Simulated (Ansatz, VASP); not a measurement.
**One calculation of SnGe3Te4, two programs**

The input INCAR:

```
PREC = Accurate
ENCUT = 520
EDIFF = 1E-6
ISMEAR = 0
SIGMA = 0.1
LREAL = False
LASPH = True
NELM = 60
ALGO = Normal
ISIF = 2
LWAVE = False
LCHARG = False
GGA = PE
NBANDS = 50
```

Contents of KPOINTS:

```
regular mesh
0
Gamma
  4 4 4
```

The input POSCAR:

```
SnGe3Te4
1.0
    6.1271186000      0.0000000000      0.0000000000
    0.0000000000      6.1271186000      0.0000000000
    0.0000000000      0.0000000000      6.1271186000
Sn Ge Te
1 3 4
Direct
    0.0000000000      0.0000000000      0.0000000000
    0.5000000000      0.0000000000      0.5000000000
    0.5000000000      0.5000000000      0.0000000000
    0.0000000000      0.5000000000      0.5000000000
    0.0000000000      0.5000000000      0.0000000000
    0.5000000000      0.5000000000      0.5000000000
    0.0000000000      0.0000000000      0.5000000000
    0.5000000000      0.0000000000      0.0000000000
```

Input for Ansatz:

```yaml
crystal:
  lattice:
    - [6.1271186, 0.0, 0.0]
    - [0.0, 6.1271186, 0.0]
    - [0.0, 0.0, 6.1271186]
  atoms:
    - { symbol: Sn, position: [0.0, 0.0, 0.0] }
    - { symbol: Ge, position: [0.5, 0.0, 0.5] }
    - { symbol: Ge, position: [0.5, 0.5, 0.0] }
    - { symbol: Ge, position: [0.0, 0.5, 0.5] }
    - { symbol: Te, position: [0.0, 0.5, 0.0] }
    - { symbol: Te, position: [0.5, 0.5, 0.5] }
    - { symbol: Te, position: [0.0, 0.0, 0.5] }
    - { symbol: Te, position: [0.5, 0.0, 0.0] }
basis:
  ecutwfc: 420
kpoints:
  mp_grid: { grid: [4, 4, 4] }
hamiltonian:
  xc: pbe
scf:
  occupations: { method: gaussian, width: 0.1 }
  lower_state_search: "off"
output:
  forces: true
  stress: true
  eigenvalues: true
```

Alike in both runs: task single point; functional PBE; k mesh 4 × 4 × 4; occupations gaussian, width 0.1 eV; no spin polarisation.

|  | VASP | Ansatz |
| --- | --- | --- |
| version | VASP 6.6.1 | Ansatz 0.2.0 |
| potentials or method | VASP PAW PBE potentials, release 64 (Sn_d, Ge_d, Te) | scalar-relativistic, plane waves, PAW |
| plane-wave cutoff (eV) | 520 | 420 |
| valence electrons in the cell | 80 | 120 |

|  | VASP | Ansatz | Ansatz less VASP |
| --- | --- | --- | --- |
| gap on the k mesh at the Fermi level (eV) | none | none | - |
| pressure (GPa) | -0.2 | -0.2 | +0.03 |

A gap of «none» marks a metal or a gap that the smearing closes. With one functional, cell and mesh, what is left measures potentials, basis and numerics. The two sets of potentials don't hold the same shells in valence.

The runs have no spin-orbit coupling, so splittings on Te are missing.
